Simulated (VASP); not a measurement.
A run of VASP 6.6.1:

INCAR

```
SYSTEM = Be3GaSb3
  ALGO = Fast
  EDIFF = 1E-6
  ENCUT = 520
  GGA = PE
  ISIF = 2
  ISMEAR = 0
  LASPH = .TRUE.
  LCHARG = .FALSE.
  LREAL = .FALSE.
  LWAVE = .FALSE.
  NBANDS = 26
  NELM = 100
  PREC = Accurate
  SIGMA = 0.1
```

File KPOINTS:

```
k-points
0
G
  6 6 8
  0 0 0
```

Contents of POSCAR:

```
Be3GaSb3
1.0
    7.8436101334      0.0000000000      0.0000000000
   -3.9218050667      6.7927656329      0.0000000000
    0.0000000000      0.0000000000      5.0926219951
Be Ga Sb
3 1 3
Direct
    0.5000000000      0.0000000000      0.0000000000
    0.0000000000      0.5000000000      0.0000000000
    0.5000000000      0.5000000000      0.0000000000
    0.0000000000      0.0000000000      0.0000000000
    0.3333333333      0.6666666667      0.0000000000
    0.6666666667      0.3333333333      0.0000000000
    0.0000000000      0.0000000000      0.5000000000
```

Potentials or basis: VASP PAW PBE potentials, release 64 (Be, Ga_d, Sb).

Command:

```bash
$ cat potpaw_PBE.64/Be/POTCAR potpaw_PBE.64/Ga_d/POTCAR potpaw_PBE.64/Sb/POTCAR > POTCAR
$ mpirun -np 1 vasp_std > vasp.out
```

Hardware: 1 thread of Intel(R) Xeon(R) Platinum 8488C (Sapphire Rapids), with other jobs on the host.

Estimate the wall time of this run.

Run time: 4.8 min on 1 thread of Intel(R) Xeon(R) Platinum 8488C (Sapphire Rapids) (shared host), peak memory 0.54 GiB. Counts: scf iterations 15, k points 35.
